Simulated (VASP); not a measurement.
Given:

```
CELL_PARAMETERS angstrom
      3.48661     0.00000     0.00000
      0.00000     3.48661     0.00000
      0.00000     0.00000     3.48661
ATOMIC_POSITIONS crystal
  Na 0.00000 0.00000 0.00000
```

These are PBEsol GGA, VASP's PBE PAW potentials (set 64) (plane waves; VASP) values and carry that method's errors. Numerical set-up: 400 eV cut-off, 10×10×10 Γ-centred mesh, first-order Methfessel-Paxton smearing of 0.10 eV, potentials Na_pv.

Energy and stress use the plane-wave basis of the starting cell.

Question: The ions, cell shape and volume are relaxed. Which structure does the run end with?

Answer: 
```
CELL_PARAMETERS angstrom
      3.36029     0.00000     0.00000
      0.00000     3.36029     0.00000
      0.00000     0.00000     3.36029
ATOMIC_POSITIONS crystal
  Na 0.00000 0.00000 0.00000
```
Space group Pm-3m (221), at a tolerance of 0.03 Å.

Question: How do energy and volume change from the first to the last step?

Answer: The energy (σ→0) changes by -10.1 meV/atom and the volume by -10.5 %, in 6 ionic steps.

```csv
step,E(σ→0) (eV),max force (eV/Å),pressure (GPa),volume (Å³)
1,-1.2721,0.000,-0.66,42.38
2,-1.2761,0.000,-0.56,41.33
3,-1.2822,0.000,-0.08,38.27
4,-1.2822,0.000,0.06,37.84
5,-1.2822,0.000,-0.04,38.03
6,-1.2823,0.000,0.01,37.94
```

The structure was generated: Na was put into the simple-cubic type (Pm-3m), which need not be its known phase. This run relaxes it. Symmetry was kept, so distortions that lower it aren't found.
